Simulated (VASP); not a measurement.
A convergence study with VASP on CaF$_{2}$ (fluorite): a few settings are varied, all else stays as given below, so the limit is that of these other settings.

```
CELL_PARAMETERS angstrom
      0.00000     2.73000     2.73000
      2.73000     0.00000     2.73000
      2.73000     2.73000     0.00000
ATOMIC_POSITIONS crystal
  Ca 0.00000 0.00000 0.00000
  F  0.25000 0.25000 0.25000
  F  0.75000 0.75000 0.75000
```

Calculation: LDA (Ceperley-Alder, Perdew-Zunger), VASP's LDA PAW potentials (set 64) (plane waves; VASP 6.6.1). The last row used: 700 eV cut-off, 14×14×14 Γ-centred mesh, second-order Methfessel-Paxton smearing of 0.40 eV, potentials Ca_sv F.

```tsv
setting	E (eV/atom)	pressure (GPa)	irreducible k-points
ISMEAR = -1, SIGMA = 0.01, 4×4×4 mesh	-6.3230	-6.16	8
ISMEAR = -1, SIGMA = 0.2, 4×4×4 mesh	-6.3230	-6.16	8
ISMEAR = 0, SIGMA = 0.01, 4×4×4 mesh	-6.3230	-6.16	8
ISMEAR = 0, SIGMA = 0.2, 4×4×4 mesh	-6.3230	-6.16	8
ISMEAR = 1, SIGMA = 0.01, 4×4×4 mesh	-6.3230	-6.16	8
ISMEAR = 1, SIGMA = 0.2, 4×4×4 mesh	-6.3232	-6.19	8
ISMEAR = 2, SIGMA = 0.01, 4×4×4 mesh	-6.3230	-6.16	8
ISMEAR = 2, SIGMA = 0.2, 4×4×4 mesh	-6.3229	-6.16	8
ISMEAR = -1, SIGMA = 0.05, 8×8×8 mesh	-6.3229	-6.17	29
ISMEAR = -1, SIGMA = 0.2, 8×8×8 mesh	-6.3229	-6.17	29
ISMEAR = 0, SIGMA = 0.05, 8×8×8 mesh	-6.3229	-6.17	29
ISMEAR = 0, SIGMA = 0.2, 8×8×8 mesh	-6.3229	-6.17	29
ISMEAR = 1, SIGMA = 0.05, 8×8×8 mesh	-6.3229	-6.17	29
ISMEAR = 1, SIGMA = 0.2, 8×8×8 mesh	-6.3232	-6.21	29
ISMEAR = 2, SIGMA = 0.05, 8×8×8 mesh	-6.3229	-6.17	29
ISMEAR = 2, SIGMA = 0.2, 8×8×8 mesh	-6.3232	-6.18	29
ISMEAR = -1, SIGMA = 0.05, 14×14×14 mesh	-6.3229	-6.17	104
ISMEAR = -1, SIGMA = 0.4, 14×14×14 mesh	-6.3228	-6.16	104
ISMEAR = 0, SIGMA = 0.05, 14×14×14 mesh	-6.3229	-6.17	104
ISMEAR = 0, SIGMA = 0.4, 14×14×14 mesh	-6.3229	-6.17	104
ISMEAR = 1, SIGMA = 0.05, 14×14×14 mesh	-6.3229	-6.17	104
ISMEAR = 1, SIGMA = 0.4, 14×14×14 mesh	-6.3197	-6.27	104
ISMEAR = 2, SIGMA = 0.05, 14×14×14 mesh	-6.3229	-6.17	104
ISMEAR = 2, SIGMA = 0.4, 14×14×14 mesh	-6.3209	-6.26	104
```

Left out are rungs that failed or repeat a setting and relaxations that didn't move; long series are thinned to 24 rows.

The compound is CaF2 in the fluorite structure. The cell was not relaxed at this level.
